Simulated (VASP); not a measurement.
```yaml
crystal:
  lattice:
    - [3.58867, 0.00000, 0.00000]
    - [-1.79433, 3.10788, 0.00000]
    - [0.00000, 0.00000, 5.82620]
  atoms:
    - { symbol: Ti, position: [0.00000, 0.00000, 0.00000] }
    - { symbol: Cr, position: [0.00000, 0.00000, 0.50000] }
    - { symbol: As, position: [0.66667, 0.33333, 0.26553] }
    - { symbol: As, position: [0.33333, 0.66667, 0.73447] }
```

Calculation: PBEsol GGA, VASP's PBE PAW potentials (set 64) (plane waves; VASP). Numerical set-up: 400 eV cut-off, Gaussian smearing of 0.050 eV, potentials Ti_sv Cr_pv As.

The run has a spin-polarised start.

**Question.** Give the spin-up energies of bands 10 to 21 at the high-symmetry points, in eV from the Fermi level.

**Answer.** 
```
band      Γ      M      K      A      L      H
----  -----  -----  -----  -----  -----  -----
10    -6.39  -6.18  -5.45  -3.99  -5.94  -5.12
11    -3.40  -3.98  -4.84  -3.32  -5.63  -5.12
12    -3.40  -3.85  -4.84  -2.98  -3.03  -4.50
13    -2.20  -3.39  -3.34  -2.98  -2.96  -3.94
14    -1.64  -3.12  -3.34  -1.78  -2.68  -2.97
15    -1.64  -2.30  -2.46  -1.78  -2.44  -2.97
16    -0.49  -1.55  -1.17  -1.45  -1.58  -1.02
17    -0.49  -0.90  -0.57  -1.45  -0.89  -0.96
18     0.98  -0.61  -0.57  -0.19  -0.58  -0.96
19     0.98  -0.26   0.14   0.47  -0.42   0.63
20     1.11   0.35   0.14   0.47   1.46   0.63
21     1.11   1.50   1.44   1.29   1.88   1.25
```

**Question.** Give the spin-down energies of bands 10 to 21 at the high-symmetry points, in eV from the Fermi level.

**Answer.** 
```tsv
band	Γ	M	K	A	L	H
10	-6.17	-5.95	-5.23	-3.50	-5.66	-4.91
11	-2.82	-3.90	-4.56	-3.30	-5.57	-4.91
12	-2.82	-3.42	-4.56	-2.02	-2.63	-4.21
13	-1.30	-3.05	-3.06	-2.02	-2.38	-3.90
14	-0.05	-2.85	-3.06	-1.76	-2.37	-2.54
15	-0.05	-1.47	-2.39	-1.76	-2.21	-2.54
16	0.24	-1.46	0.33	0.54	-0.38	0.49
17	0.24	0.77	1.00	0.54	0.08	0.49
18	1.10	1.11	1.00	0.74	1.52	0.91
19	1.10	1.41	1.41	0.74	1.57	1.19
20	1.23	1.50	1.41	1.18	1.65	1.91
21	1.70	1.91	1.76	1.23	1.86	1.91
```

It has no gap at this level: it comes out as a metal or semimetal.

The structure comes from a computed database's TiCrAs2 entry (P-3m1); how it stands against other phases isn't given here. It was relaxed first.
